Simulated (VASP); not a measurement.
Output of a VASP run:

### OUTCAR
```
 ion  position               nearest neighbor table
   1  0.500  0.000  0.500-   3 2.15   4 2.15   3 2.15   4 2.15
   2  0.000  0.500  0.000-   3 2.15   4 2.15   3 2.15   4 2.15
   3  0.000  0.000  0.250-   1 2.15   2 2.15   2 2.15   1 2.15
   4  0.000  0.000  0.750-   1 2.15   2 2.15   2 2.15   1 2.15
  LATTYP: Found a base centered orthorhombic cell.
 ALAT       =     4.6332880000
 B/A-ratio  =     1.0057682579
 C/A-ratio  =     1.1958850820
 Subroutine PRICEL returns:
 Original cell was already a primitive cell.
 Subroutine GETGRP returns: Found  8 space group operations
The static configuration has the point symmetry C_2h.
 The point group associated with its full space group is D_2h.
The dynamic configuration has the point symmetry C_2h.
 Subroutine INISYM returns: Found  8 space group operations
 Subroutine IBZKPT returns following result:
 Found    100 irreducible k-points:

 Following reciprocal coordinates:
            Coordinates               Weight
  0.000000  0.000000  0.000000      1.000000
  0.111111  0.000000  0.000000      4.000000
  0.222222  0.000000  0.000000      4.000000
  0.333333  0.000000  0.000000      4.000000
  0.444444  0.000000  0.000000      4.000000
  0.111111  0.111111  0.000000      2.000000
  0.222222  0.111111  0.000000      4.000000
  0.333333  0.111111  0.000000      4.000000
  0.444444  0.111111  0.000000      4.000000
 -0.444444  0.111111  0.000000      4.000000
 -0.333333  0.111111  0.000000      4.000000
 -0.222222  0.111111  0.000000      4.000000
 -0.111111  0.111111  0.000000      2.000000
  0.222222  0.222222  0.000000      2.000000
  0.333333  0.222222  0.000000      4.000000
  0.444444  0.222222  0.000000      4.000000
 -0.444444  0.222222  0.000000      4.000000
 -0.333333  0.222222  0.000000      4.000000
 -0.222222  0.222222  0.000000      2.000000
  0.333333  0.333333  0.000000      2.000000
  0.444444  0.333333  0.000000      4.000000
 -0.444444  0.333333  0.000000      4.000000
 -0.333333  0.333333  0.000000      2.000000
  0.444444  0.444444  0.000000      2.000000
 -0.444444  0.444444  0.000000      2.000000
  0.000000  0.000000  0.166667      2.000000
  0.111111  0.000000  0.166667      8.000000
  0.222222  0.000000  0.166667      8.000000
  0.333333  0.000000  0.166667      8.000000
  0.444444  0.000000  0.166667      8.000000
  0.111111  0.111111  0.166667      4.000000
  0.222222  0.111111  0.166667      8.000000
  0.333333  0.111111  0.166667      8.000000
  0.444444  0.111111  0.166667      8.000000
 -0.444444  0.111111  0.166667      8.000000
 -0.333333  0.111111  0.166667      8.000000
 -0.222222  0.111111  0.166667      8.000000
 -0.111111  0.111111  0.166667      4.000000
  0.222222  0.222222  0.166667      4.000000
  0.333333  0.222222  0.166667      8.000000
   k-points           NKPTS =    100   k-points in BZ     NKDIM =    100   number of bands    NBANDS=     21
   number of dos      NEDOS =    301   number of ions     NIONS =      4
   total plane-waves  NPLWV =  20736
   dimension x,y,z NGX =    24 NGY =   24 NGZ =   36
   dimension x,y,z NGXF=    48 NGYF=   48 NGZF=   72
   ions per type =               2   2
   PREC   = accura    normal or accurate (medium, high low for compatibility)
   ISTART =      0    job   : 0-new  1-cont  2-samecut
   ICHARG =      2    charge: 1-file 2-atom 10-const
   ISPIN  =      1    spin polarized calculation?
   LNONCOLLINEAR =      F non collinear calculations
   LSORBIT =      F    spin-orbit coupling
   INIWAV =      1    electr: 0-lowe 1-rand  2-diag
   ENCUT  =  400.0 eV  29.40 Ry    5.42 a.u.   5.36  5.36  9.04*2*pi/ulx,y,z
   NELM   =    100;   NELMIN=  2; NELMDL= -5     # of ELM steps
   EDIFF  = 0.1E-05   stopping-criterion for ELM
   LREAL  =      F    real-space projection
   NLSPLINE    = F    spline interpolate recip. space projectors
   LMAXMIX     =    4 max onsite mixed and CHGCAR
...
```

File OSZICAR:
```
       N       E                     dE             d eps       ncg     rms          rms(c)
DAV:   1     0.199726936472E+03    0.19973E+03   -0.15893E+04  4200   0.128E+03
DAV:   2    -0.998644583271E+01   -0.20971E+03   -0.20016E+03  4748   0.315E+02
DAV:   3    -0.213219886064E+02   -0.11336E+02   -0.11202E+02  4650   0.783E+01
DAV:   4    -0.214191107402E+02   -0.97122E-01   -0.97056E-01  4635   0.777E+00
DAV:   5    -0.214200542328E+02   -0.94349E-03   -0.94337E-03  4713   0.732E-01    0.184E+01
DAV:   6    -0.182292008318E+02    0.31909E+01   -0.21482E+01  5166   0.520E+01    0.142E+01
DAV:   7    -0.175802793683E+02    0.64892E+00   -0.29814E+00  4618   0.219E+01    0.780E+00
DAV:   8    -0.176072573236E+02   -0.26978E-01   -0.12070E+00  4445   0.805E+00    0.194E+00
DAV:   9    -0.175597061282E+02    0.47551E-01   -0.70627E-02  4732   0.278E+00    0.814E-01
DAV:  10    -0.175517521554E+02    0.79540E-02   -0.51097E-02  4520   0.167E+00    0.157E-01
DAV:  11    -0.175517189017E+02    0.33254E-04   -0.78060E-04  4473   0.258E-01    0.930E-02
DAV:  12    -0.175517359419E+02   -0.17040E-04   -0.37912E-04  4640   0.186E-01    0.403E-02
DAV:  13    -0.175517199136E+02    0.16028E-04   -0.51271E-05  4756   0.101E-01    0.106E-02
DAV:  14    -0.175517191404E+02    0.77327E-06   -0.50359E-06  4700   0.171E-02
   1 F= -.17551719E+02 E0= -.17519522E+02  d E =-.643951E-01
```

**OUTCAR**
```
------------------------ aborting loop because EDIFF is reached ----------------------------------------
  FORCE on cell =-STRESS in cart. coord.  units (eV):
  Direction    XX          YY          ZZ          XY          YZ          ZX
  --------------------------------------------------------------------------------------
  Total       -3.2735761     -3.3007807     -3.6612613      0.0000000      0.0000000      0.0000000
  in kB      -87.6814579    -88.4101214    -98.0654545      0.0000000      0.0000000      0.0000000
  external PRESSURE =     -91.3856780 kB  Pullay stress =       0.0000000 kB
  volume of cell :       59.82
      direct lattice vectors                 reciprocal lattice vectors
     2.316644000 -2.330007000  0.000000000     0.215829450 -0.214591630  0.000000000
     2.316644000  2.330007000  0.000000000     0.215829450  0.214591630  0.000000000
     0.000000000  0.000000000  5.540880000     0.000000000  0.000000000  0.180476747
 POSITION                                       TOTAL-FORCE (eV/Angst)
 -----------------------------------------------------------------------------------
      1.15832     -1.16500      2.77044        -0.000000      0.000000      0.000000
      1.15832      1.16500      0.00000         0.000000      0.000000      0.000000
      0.00000      0.00000      1.38522         0.000000     -0.000000      0.000000
      0.00000      0.00000      4.15566         0.000000     -0.000000      0.000000
 -----------------------------------------------------------------------------------
    total drift:                                0.000000     -0.000000     -0.000000
  FREE ENERGIE OF THE ION-ELECTRON SYSTEM (eV)
  ---------------------------------------------------
  free  energy   TOTEN  =       -17.5517191404 eV

  energy  without entropy=      -17.4873240501  energy(sigma->0) =      -17.51952160
```
(Selected blocks of OUTCAR.)

### POSCAR
```
AgO
1
    2.3166440000    -2.3300070000     0.0000000000
    2.3166440000     2.3300070000     0.0000000000
    0.0000000000     0.0000000000     5.5408800000
Ag O
2 2
Direct
  0.5000000000   0.0000000000   0.5000000000
  0.0000000000   0.5000000000   0.0000000000
  0.0000000000   0.0000000000   0.2500000000
  0.0000000000   0.0000000000   0.7500000000
```

**Question.** Reconstruct the remaining input files.

**Answer.** This is not unique; one that fits is the input of the run itself, PBEsol GGA, plane waves, VASP's PBE PAW potentials (set 64).

File KPOINTS:
```
kpoints
0
Gamma
  9 9 6
0 0 0
```

INCAR:
```
ALGO = Normal
EDIFF = 1E-6
ENCUT = 400
GGA = PS
ISIF = 2
ISMEAR = -1
LASPH = .TRUE.
LCHARG = .FALSE.
LMAXMIX = 4
LREAL = .FALSE.
LWAVE = .FALSE.
NELM = 100
PREC = Accurate
SIGMA = 0.1
SYSTEM = AgO
```

POTCAR, in this order: Ag O (PBE.64 set). Program: vasp_std.

At this cut-off the stress carries a Pulay error, which pulls relaxed volumes low.

The structure comes from a computed database's AgO entry (Cccm); how it stands against other phases isn't given here. The cell was not relaxed at this level, and its volume differs by -5.9 % from the start's.
